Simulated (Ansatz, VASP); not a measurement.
# SiO2: VASP beside Ansatz

One calculation is typed for both programs; each brings its own data sets. How far apart do they land? The structure shown is the start of the Ansatz relaxation below; VASP solves that cell, so the two are compared at the walk's first step.

Method: plane waves, with VASP 6.6.1 beside it; single point at PBE, in Ansatz 0.2.0.

## Step 1: Set-up

The structure is tetragonal, space group P4_2/mnm (No. 136). The conventional cell has a = 4.300 Å, b = 4.300 Å, c = 2.715 Å, α = 90.00°, β = 90.00°, γ = 90.00°. Nearest to O lie 3 Si at 1.79 to 1.87 Å. Nearest to Si lie 6 O at 1.79 to 1.87 Å. Farther neighbours and most contacts between anions are not listed.

## Step 2: Ansatz: relaxation, PBE

Ansatz runs on its PAW soft_1 files.

The two programs are compared at the cell with which this relaxation starts, whose forces are those of its first step.

input.yaml reads:

```yaml
crystal:
  lattice:
    - [4.2996865123, 0.0, 0.0]
    - [0.0, 4.2996865123, 0.0]
    - [0.0, 0.0, 2.7150229431]
  atoms:
    - { symbol: O, position: [0.6919794394, 0.6919794394, 0.0] }
    - { symbol: O, position: [0.1919794394, 0.8080205606, 0.5] }
    - { symbol: O, position: [0.3080205606, 0.3080205606, 0.0] }
    - { symbol: O, position: [0.8080205606, 0.1919794394, 0.5] }
    - { symbol: Si, position: [0.5, 0.5, 0.5] }
    - { symbol: Si, position: [0.0, 0.0, 0.0] }
kpoints:
  mp_grid: { grid: [8, 8, 8] }
hamiltonian:
  xc: pbe
  pseudopotentials: { kind: paw, azcp: { folder: soft_1 } }
scf:
  occupations: { method: fixed }
output:
  forces: true
  stress: true
  eigenvalues: true
relax:
  adjacent_minimum: "off"
  f_tol: 0.001
  max_steps: 60
  cell: { stress_tol: 0.01, fix: [volume] }
```

Command:

```bash
ansatz run input.yaml --threads 4 --pin off --max-ram 16384MiB --backend cpu --events-out ev --progress --plain --runs-dir out
```

Numbers of over 12 decimals in the logs are rounded to 6 here.

The program printed:

```text
Engine: ansatz 0.2.0, x86_64-unknown-linux-gnu
Pseudopotentials: kind: paw
Pseudopotential: O, paw, valence charge 6, recommended cutoff 420 eV (normal), soft_1/O.paw.azcp
Pseudopotential: Si, paw, valence charge 4, recommended cutoff 420 eV (normal), soft_1/Si.paw.azcp
Functional definition: PBE
  parameter kappa = 0.804
  parameter beta = 0.066725
  exchange = pbe_x(kappa = kappa, mu = beta*pi^2/3)
  correlation = pbe_c(beta = beta)
Crystal: 6 atoms, lattice volume = 50.193 Å³
Basis set: ecut = 420 eV, 1001 PW (Γ), exchange–correlation on 60×60×40 points (8 copies of the dense FFT grid, shifted against one another)
Bands: 22, of which v1, the nominal top of the filled ones, is band 16 counted from 1 (15 counted from 0)
Symmetry: 16 space group operations
Space group: P42/mnm (ITA 136), of the structure as read, at distance tolerance 3.7e-5 Å
k-points: 75 of 512
Non-local potential: O, projectors of the file, l = 0: 2, l = 1: 2, l = 2: 1
Non-local potential: Si, projectors of the file, l = 0: 2, l = 1: 2, l = 2: 1
PAW form: soft (Blöchl's): semilocal exchange-correlation on the pseudo side does not see the compensation charge
PAW one-centre angular grid: O, 110 points (default); XC on 64 Gauss nodes
PAW one-centre angular grid: Si, 110 points (default); XC on 64 Gauss nodes
Initial density: superposition of atomic densities (chi_scale 0.1, normalization cell, long waves kept (reshape's long-wave potential 0.00 eV rms))
Initial wavefunctions: pseudopotential atomic-orbital guess
Functional: x = pbe(κ = 0.804, μ = 0.219515), c = pbe(β = 0.066725)
SCF iter   1: F=—  HF=-3549.017812 eV  |F-HF|=—  |Δ(HF+E_count)|=         —  Δρ=1.36e-1  dr2=7.84e0  ethr=3.10e-3  ⟨swp⟩=4.4  Hψ=7362  notcnv=0  defer=296
preconditioner: auto → none  [insulator: Δε(μ)=5.631 eV  Ē_g=18.614 eV  n_scr=10 (ndim 8)  ℏωp=29.6 eV  f_vac=0.000  ε∞_Penn≈3.5]
SCF iter   2: F=—  HF=-3547.142691 eV  |F-HF|=—  |Δ(HF+E_count)|=    1.88e0  Δρ=6.69e-2  dr2=8.79e-1  ethr=3.10e-3  ⟨swp⟩=3.1  Hψ=4015  notcnv=0  defer=293
SCF iter   3: F=—  HF=-3546.953064 eV  |F-HF|=—  |Δ(HF+E_count)|=   1.90e-1  Δρ=2.32e-2  dr2=9.82e-2  ethr=2.75e-3  ⟨swp⟩=2.4  Hψ=3076  notcnv=0  defer=300
SCF iter   4: F=—  HF=-3546.983776 eV  |F-HF|=—  |Δ(HF+E_count)|=   3.07e-2  Δρ=1.56e-3  dr2=5.20e-4  ethr=3.07e-4  ⟨swp⟩=2.3  Hψ=1919  notcnv=0  defer=300
SCF iter   5: F=—  HF=-3546.984238 eV  |F-HF|=—  |Δ(HF+E_count)|=   4.61e-4  Δρ=2.09e-4  dr2=6.80e-6  ethr=1.62e-6  ⟨swp⟩=2.2  Hψ=2787  notcnv=0  defer=300
SCF iter   6: F=—  HF=-3546.984294 eV  |F-HF|=—  |Δ(HF+E_count)|=   5.64e-5  Δρ=2.97e-5  dr2=1.81e-7  ethr=2.13e-8  ⟨swp⟩=2.1  Hψ=2786  notcnv=0  defer=150
SCF iter   7: F=-3546.984294 eV  HF=-3546.984294 eV  |F-HF|=3.77e-9  |Δ(HF+E_count)|=   2.16e-7  Δρ=4.52e-6  dr2=3.02e-9  ethr=3.13e-10  ⟨swp⟩=11.1  Hψ=9248  notcnv=0
SCF 1 converged in 7 iterations: F = -3546.984294 eV  dr2 = 3.02e-9
  greatest PAW one-centre occupation: 0.857 electrons in one spin orbital (limit 2), on the O atom at site 3 (counted from 0), in its partial waves of l = 0
relax step   1: F+E_penalty+E_count = -3546.98429427 eV  Δ(F+E_penalty+E_count) = +0.000e0 eV  max|allowed force component| = 9.891e-2 eV/Å  Δτ_max = 0.0000 Å  P = -9.995 GPa  Ω = 50.193 Å³  fix = [volume]  reactions: volume -9.995 GPa  (7 SCF iters, dr2 threshold 1.00e-7 eV, accepted)
[...]
relax step   2: F+E_penalty+E_count = -3546.98514874 eV  Δ(F+E_penalty+E_count) = -8.545e-4 eV  max|allowed force component| = 7.511e-2 eV/Å  Δτ_max = 0.0014 Å  P = -9.840 GPa  Ω = 50.193 Å³  energy of the carried Pulay correction = +2.755e-16 eV  fix = [volume]  reactions: volume -9.840 GPa  (3 SCF iters, dr2 threshold 6.00e-7 eV, accepted)
[...]
relax step   5: F+E_penalty+E_count = -3546.98733036 eV  Δ(F+E_penalty+E_count) = -1.266e-4 eV  max|allowed force component| = 2.825e-4 eV/Å  Δτ_max = 0.0000 Å  P = -8.993 GPa  Ω = 50.193 Å³  fix = [volume]  reactions: volume -8.993 GPa  stress off target by 8.39e-2 GPa on what of the cell is left free  SCF on the basis re-selected at this cell (its energy is not comparable with the rows above)  (6 SCF iters)
[...]
relax step   6: F+E_penalty+E_count = -3546.98732971 eV  Δ(F+E_penalty+E_count) = +6.548e-7 eV  max|allowed force component| = 2.140e-5 eV/Å  Δτ_max = 0.0001 Å  P = -8.965 GPa  Ω = 50.193 Å³  energy of the carried Pulay correction = -5.035e-6 eV  fix = [volume]  reactions: volume -8.965 GPa  (3 SCF iters, dr2 threshold 1.76e-8 eV, accepted)
[...]
relax step   7: F+E_penalty+E_count = -3546.98732855 eV  Δ(F+E_penalty+E_count) = +1.156e-6 eV  max|allowed force component| = 1.734e-5 eV/Å  Δτ_max = 0.0000 Å  P = -8.964 GPa  Ω = 50.193 Å³  fix = [volume]  reactions: volume -8.964 GPa  stress off target by 4.54e-4 GPa on what of the cell is left free  SCF on the basis re-selected at this cell (its energy is not comparable with the rows above)  (5 SCF iters)
basis re-selected at this cell: Δ(F+E_penalty+E_count) = +1.156e-6 eV, ΔP = +0.001 GPa vs the last step (what re-selecting the basis moved, of the pressure what is left beyond the Pulay correction that the steps carried, after the strain that the cell walked since its last selection, with what the two solves' SCF thresholds leave and, on support functions, any second-order correction that the steps lacked; it is no m [...]
SCF converged after 5 iterations
Free energy (F): -3546.987329 eV
Harris-Foulkes:  -3546.987329 eV  (|F-HF|=1.82e-12)
Internal energy: -3546.987329 eV  (E = F + TS)
E sigma→0 (E₀):  -3546.987329 eV
Fermi energy:    9.301621 eV
--- Per-component energies (eV) ---
  E_band       = 36.817223
  E_kinetic    = 778.313710
  E_local      = -1261.460383  (includes V_loc(G=0)·N_el)
  E_nonlocal   = 247.987728
  E_hartree    = 459.571453
  E_xc         = -402.984047
  E_vxc        = -466.824428  (∫ρ·V_xc dr)
  E_paw        = -1676.760119  (= ΣΔE_a)
  E_vpaw       = -180.345519  (= ΣTr[D̂ρ^β])
  E_aug_tail   = 0.003213  (compensation charges beyond the density's cutoff)
  E_ewald      = -1691.658885
  E_smearing   = -0.000000  (= −TS)
  E_closure    = 0.000000  (closes the sum)
  Σ components = -3546.987329   (vs F -3546.987329, Δ=0.00e0)
--- Forces (eV/Å), atoms counted from 1 ---
  atom   1  O      0.00001734     0.00001734     0.00000000
  atom   2  O      0.00001734    -0.00001734     0.00000000
  atom   3  O     -0.00001734    -0.00001734     0.00000000
  atom   4  O     -0.00001734     0.00001734     0.00000000
  atom   5  Si     0.00000000     0.00000000     0.00000000
  atom   6  Si    -0.00000000    -0.00000000     0.00000000
  max |Σ_I F_I| component: 3.47e-18 eV/Å
--- Stress (GPa, compression-positive) ---
       -8.963949       0.000000       0.000000
        0.000000      -8.963949       0.000000
        0.000000       0.000000      -8.964631
  P = ⅓ Tr σ = -8.9642 GPa (-89.642 kbar)
--- Band table (eV; the first three rows and the last of 75) ---
  k-point 0: bands = [... 12 lower, 6.8098, 8.4962, 8.4962, 9.3016, 13.8341, 15.8928, 17.5135, 17.5135, ... 2 higher]
  k-point 1: bands = [... 12 lower, 6.0544, 8.3669, 8.3669, 9.1542, 14.6060, 16.8802, 18.3395, 18.3395, ... 2 higher]
  k-point 2: bands = [... 12 lower, 4.9768, 7.9445, 7.9445, 8.6698, 15.8659, 18.5248, 19.1808, 19.9755, ... 2 higher]
  k-point 74: bands = [... 12 lower, 7.5775, 7.5775, 7.9439, 7.9439, 15.8443, 15.8443, 19.5369, 19.5369, ... 2 higher]
--- Relaxed structure (5 steps of the walk, 5 accepted, 2 SCFs on fresh bases) ---
  F+E_penalty+E_count = -3546.98732855 eV   max|allowed force component| = 1.734e-5 eV/Å   (the final SCF, on the basis selected at the relaxed cell)
  cell:  # Å, volume = 50.1935 Å³
    - [4.309153, 0, 0.0]
    - [0, 4.309153, 0.0]
    - [0.0, 0.0, 2.703107]
  atoms:
    - { symbol: O, position: [0.690808, 0.690808, 0.0] }
    - { symbol: O, position: [0.190808, 0.809192, 0.500000] }
    - { symbol: O, position: [0.309192, 0.309192, 0.0] }
    - { symbol: O, position: [0.809192, 0.190808, 0.500000] }
    - { symbol: Si, position: [0.500000, 0.500000, 0.500000] }
    - { symbol: Si, position: [0, 0, 0.0] }
```

## Step 3: VASP: single point, PBE, start cell, pair 1

The same cell, functional and mesh now go to VASP, with its own data sets.

Lines of VASP's logs that name or quote its potential files are left out, and so is its time.

INCAR reads:

```
SYSTEM = SiO2
PREC = Accurate
ENCUT = 520
EDIFF = 1E-06
NELM = 120
ISMEAR = 0
SIGMA = 0.01
LREAL = .FALSE.
ALGO = Normal
GGA = PE
NBANDS = 22
LORBIT = 11
LWAVE = .FALSE.
LCHARG = .FALSE.
ISIF = 2
LASPH = .TRUE.
GGA_COMPAT = .FALSE.
EFERMI = MIDGAP
KPAR = 2
```

POSCAR reads:

```
SiO2
1.0
    4.2996870000      0.0000000000      0.0000000000
    0.0000000000      4.2996870000      0.0000000000
    0.0000000000      0.0000000000      2.7150230000
O Si
4 2
Direct
    0.6919793231      0.6919794394      0.0000000000
    0.1919793231      0.8080205606      0.5000000000
    0.3080204443      0.3080205606      0.0000000000
    0.8080204443      0.1919794394      0.5000000000
    0.4999998837      0.5000000000      0.5000000000
    0.9999998837      1.0000000000      0.0000000000
```

KPOINTS reads:

```
Automatic mesh
0
Gamma
8 8 8
0 0 0
```

PAW data sets: O and Si (PBE family, release 64).

Command:

```bash
mpirun -np 2 vasp_std
```

The program printed:

```text
[banner, memory and clock lines left out]
running    2 mpi-ranks, on    1 nodes
 distrk:  each k-point on    1 cores,    2 groups
 distr:  one band on    1 cores,    1 groups

 POSCAR found type information on POSCAR O Si
 POSCAR found :  2 types and       6 ions
 LDA part: xc-table for (Slater+PW92), standard interpolation
 POSCAR, INCAR and KPOINTS ok, starting setup
 FFT: planning ... GRIDC
 FFT: planning ... GRID_SOFT
 FFT: planning ... GRID
 WAVECAR not read
 entering main loop
       N       E                     dE             d eps       ncg     rms          rms(c)
DAV:   1     0.150770405427E+03    0.15077E+03   -0.17863E+04  3300   0.139E+03
DAV:   2    -0.436661724978E+02   -0.19444E+03   -0.18573E+03  4382   0.299E+02
DAV:   3    -0.507296057870E+02   -0.70634E+01   -0.70406E+01  4200   0.581E+01
DAV:   4    -0.507815832921E+02   -0.51978E-01   -0.51955E-01  4086   0.578E+00
DAV:   5    -0.507821114757E+02   -0.52818E-03   -0.52814E-03  4134   0.558E-01    0.164E+01
DAV:   6    -0.462089834356E+02    0.45731E+01   -0.16526E+01  3864   0.275E+01    0.724E+00
DAV:   7    -0.462429308473E+02   -0.33947E-01   -0.51086E-01  3942   0.477E+00    0.280E+00
DAV:   8    -0.462554927266E+02   -0.12562E-01   -0.20165E-02  3954   0.135E+00    0.108E+00
DAV:   9    -0.462622842630E+02   -0.67915E-02   -0.91098E-03  3972   0.935E-01    0.262E-01
DAV:  10    -0.462625373400E+02   -0.25308E-03   -0.11236E-03  4074   0.250E-01    0.609E-02
DAV:  11    -0.462624727072E+02    0.64633E-04   -0.25860E-04  4056   0.116E-01    0.104E-02
DAV:  12    -0.462624745912E+02   -0.18840E-05   -0.13488E-05  3986   0.258E-02    0.559E-03
DAV:  13    -0.462624743701E+02    0.22105E-06   -0.23806E-06  2738   0.116E-02
   1 F= -.46262474E+02 E0= -.46262474E+02  d E =0.000000E+00
```

Parts of OUTCAR (step 3):

```text
ion  position               nearest neighbor table
   1  0.692  0.692  0.000-   5 1.79   5 1.79   6 1.87
   2  0.192  0.808  0.500-   6 1.79   6 1.79   5 1.87
   3  0.308  0.308  0.000-   5 1.79   5 1.79   6 1.87
   4  0.808  0.192  0.500-   6 1.79   6 1.79   5 1.87
   5  0.500  0.500  0.500-   1 1.79   3 1.79   1 1.79   3 1.79   2 1.87   4 1.87
   6  1.000  0.000  0.000-   2 1.79   4 1.79   2 1.79   4 1.79   3 1.87   1 1.87

  LATTYP: Found a simple tetragonal cell.
 ALAT       =     4.2996870000
 C/A-ratio  =     0.6314466611

 Subroutine GETGRP returns: Found 16 space group operations
 (whereof  8 operations were pure point group operations)

The static configuration has the point symmetry D_2h.
 The point group associated with its full space group is D_4h.

 Found     75 irreducible k-points:

   k-points           NKPTS =     75   k-points in BZ     NKDIM =     75   number of bands    NBANDS=     22

   dimension x,y,z NGX =    32 NGY =   32 NGZ =   20
   dimension x,y,z NGXF=    64 NGYF=   64 NGZF=   40

   ENCUT  =  520.0 eV  38.22 Ry    6.18 a.u.   7.99  7.99  5.05*2*pi/ulx,y,z

   NELECT =      32.0000    total number of electrons

 k-points in reciprocal lattice and weights: Automatic mesh
   0.00000000  0.00000000  0.00000000       0.002
   0.12500000  0.00000000  0.00000000       0.008
   0.25000000  0.00000000  0.00000000       0.008
   0.37500000  0.00000000  0.00000000       0.008
   0.50000000  0.00000000  0.00000000       0.004
   0.12500000  0.12500000  0.00000000       0.008
   0.25000000  0.12500000  0.00000000       0.016
   0.37500000  0.12500000  0.00000000       0.016
   0.50000000  0.12500000  0.00000000       0.008
[...]
0.50000000  0.37500000  0.50000000       0.008
   0.50000000  0.50000000  0.50000000       0.002

 average (electrostatic) potential at core
       1 -67.6603       2 -67.6603       3 -67.6603       4 -67.6603       5 -82.4145
       6 -82.4145

 E-fermi :   9.4117

 k-point     1 :       0.0000    0.0000    0.0000
  band No.  band energies     occupation
    ...
     12       4.3006      2.00000
     13       4.7119      2.00000
     14       6.3779      2.00000
     15       6.3779      2.00000
     16       7.1956      2.00000
     17      11.6279      0.00000
     18      13.6823      0.00000
     19      15.2607      0.00000
     20      15.2607      0.00000
     21      18.2183      0.00000
    ...

 k-point     2 :       0.1250    0.0000    0.0000
  band No.  band energies     occupation
    ...
     12       4.3305      2.00000
     13       4.7706      2.00000
     14       6.0338      2.00000
     15       6.3502      2.00000
     16       7.0812      2.00000
     17      11.9100      0.00000
     18      13.7922      0.00000
     19      15.2905      0.00000
     20      15.2928      0.00000
     21      18.4701      0.00000
    ...

 k-point     3 :       0.2500    0.0000    0.0000
  band No.  band energies     occupation
    ...
     12       4.4144      2.00000
     13       4.8108      2.00000
     14       5.2169      2.00000
     15       6.2753      2.00000
     16       6.7637      2.00000
     17      12.5782      0.00000
     18      14.0680      0.00000
     19      15.3811      0.00000
     20      15.4675      0.00000
     21      18.5612      0.00000
    ...

  Total       -2.9765276     -2.9765276     -3.2205136      0.0000000      0.0000000      0.0000000
  in kB      -95.0108710    -95.0108710   -102.7989126      0.0000000      0.0000000      0.0000000
  external PRESSURE =     -97.6068849 kB  Pullay stress =       0.0000000 kB

  energy-cutoff  :      520.00
  volume of cell :       50.19
      direct lattice vectors                 reciprocal lattice vectors
     4.299687000  0.000000000  0.000000000     0.232575069  0.000000000  0.000000000
     0.000000000  4.299687000  0.000000000     0.000000000  0.232575069  0.000000000
     0.000000000  0.000000000  2.715023000     0.000000000  0.000000000  0.368321005

 POSITION                                       TOTAL-FORCE (eV/Angst)
 -----------------------------------------------------------------------------------
      2.97529      2.97529      0.00000        -0.083750     -0.083750      0.000000
      0.82545      3.47424      1.35751        -0.083750      0.083750      0.000000
      1.32439      1.32439      0.00000         0.083750      0.083750      0.000000
      3.47424      0.82545      1.35751         0.083750     -0.083750      0.000000
      2.14984      2.14984      1.35751         0.000000     -0.000000      0.000000
      4.29969      0.00000      0.00000         0.000000     -0.000000      0.000000
 -----------------------------------------------------------------------------------
    total drift:                                0.001157      0.000816      0.000000

  FREE ENERGIE OF THE ION-ELECTRON SYSTEM (eV)
  ---------------------------------------------------
  free  energy   TOTEN  =       -46.2624743701 eV

  energy  without entropy=      -46.2624743701  energy(sigma->0) =      -46.26247437

 total charge
# of ion       s       p       d       tot
------------------------------------------
    1        1.548   3.635   0.000   5.182
    2        1.548   3.635   0.000   5.182
    3        1.548   3.635   0.000   5.182
    4        1.548   3.635   0.000   5.182
    5        0.580   0.814   0.000   1.394
    6        0.580   0.814   0.000   1.394
--------------------------------------------------
tot          7.350  16.167   0.000  23.517

[... 3 further parts left out ...]
```

The run ends at a pressure of -9.76 GPa, with forces up to 0.12 eV/Å.

## Step 4: Comparison

Known differences besides the potentials themselves: fixed occupations in Ansatz, narrow Gaussian smearing in VASP; the cutoff is 420 eV in Ansatz and 520 eV in VASP. Total energies have different zeros and are not compared.

Forces (eV/Å; atoms numbered as in POSCAR):

```tsv
atom	Ansatz x, y, z	VASP x, y, z
O1	-0.099, -0.099, 0.000	-0.084, -0.084, 0.000
O2	-0.099, 0.099, 0.000	-0.084, 0.084, 0.000
O3	0.099, 0.099, 0.000	0.084, 0.084, 0.000
O4	0.099, -0.099, 0.000	0.084, -0.084, 0.000
Si5	0.000, 0.000, 0.000	0.000, 0.000, 0.000
Si6	0.000, 0.000, 0.000	0.000, 0.000, 0.000
```

The forces differ by 10 meV/Å r.m.s., which is 18.1 % of the r.m.s. force of 0.056 eV/Å (both taken over all components).

## Step 5: Further runs

Further runs change the set-up of one program: Ansatz's method, potentials or start, or VASP's data sets, cutoff or form of LDA. The table gives that difference for each run.

```tsv
run	r.m.s. force difference (meV/Å)
as above	10
VASP with a cutoff of 600 eV (perhaps on Ansatz's relaxed cell)	11
```

## Step 6: Ansatz: relaxation, PBE

The two programs are compared at the cell with which this relaxation starts, whose forces are those of its first step. The cell compared in this pair holds 51.16 Å³, against 50.19 Å³ for the pair before.

The structure compared here is the start of the Ansatz relaxation; VASP solves that cell, so the two are compared at the walk's first step.

input.yaml, the sections that differ from step 2:

```yaml
crystal:
  lattice:
    - [4.336600786, 0.0, 0.0]
    - [0.0, 4.336600786, 0.0]
    - [0.0, 0.0, 2.720324586]
  atoms:
    - { symbol: O, position: [0.6908078805, 0.6908078805, 0.0] }
    - { symbol: O, position: [0.1908078805, 0.8091921195, 0.5] }
    - { symbol: O, position: [0.3091921195, 0.3091921195, 0.0] }
    - { symbol: O, position: [0.8091921195, 0.1908078805, 0.5] }
    - { symbol: Si, position: [0.5, 0.5, 0.5] }
    - { symbol: Si, position: [0.0, 0.0, 0.0] }
# kpoints, hamiltonian, scf, output, relax: as in step 2
```

Command:

```bash
ansatz run input.yaml --threads 4 --pin off --max-ram 16384MiB --backend cpu --events-out ev --progress --plain --runs-dir out
```

The program printed:

```text
[...]
Crystal: 6 atoms, lattice volume = 51.159 Å³
Basis set: ecut = 420 eV, 1009 PW (Γ), exchange–correlation on 60×60×40 points (8 copies of the dense FFT grid, shifted against one another)
Bands: 22, of which v1, the nominal top of the filled ones, is band 16 counted from 1 (15 counted from 0)
Symmetry: 16 space group operations
[...]
k-points: 75 of 512
[...]
cell:  # Å, volume = 51.1587 Å³
    - [4.347597, 0, 0]
    - [0, 4.347597, 0]
    - [0, 0, 2.706582]
  atoms:
    - { symbol: O, position: [0.689491, 0.689491, 0] }
    - { symbol: O, position: [0.189491, 0.810509, 0.500000] }
    - { symbol: O, position: [0.310509, 0.310509, 0] }
    - { symbol: O, position: [0.810509, 0.189491, 0.500000] }
    - { symbol: Si, position: [0.5, 0.5, 0.500000] }
    - { symbol: Si, position: [0, 0, 0] }
[key lines of the parts left out:]
SCF converged after 5 iterations
Free energy (F): -3546.922562 eV
Fermi energy:    8.980021 eV
P = ⅓ Tr σ = -12.4315 GPa (-124.315 kbar)
```

(Continued in part 2 of 2.)

[Lines on the potential files, build, host, timing and source positions are cut from VASP's logs without a mark.]

[Logs are printed without paths, hosts, clocks, repeated set-up lines and the standing remarks that a program may print on its own settings, such as how far it seeks lower states.]

[Hosts, paths, dates, database ids (printed as entryN), source tags and the programs' standing remarks are cut or masked in the printed files.]

[Rows of further runs with another cutoff or data set may stand on the cell that Ansatz relaxed, not on the start cell of the pair above them.]
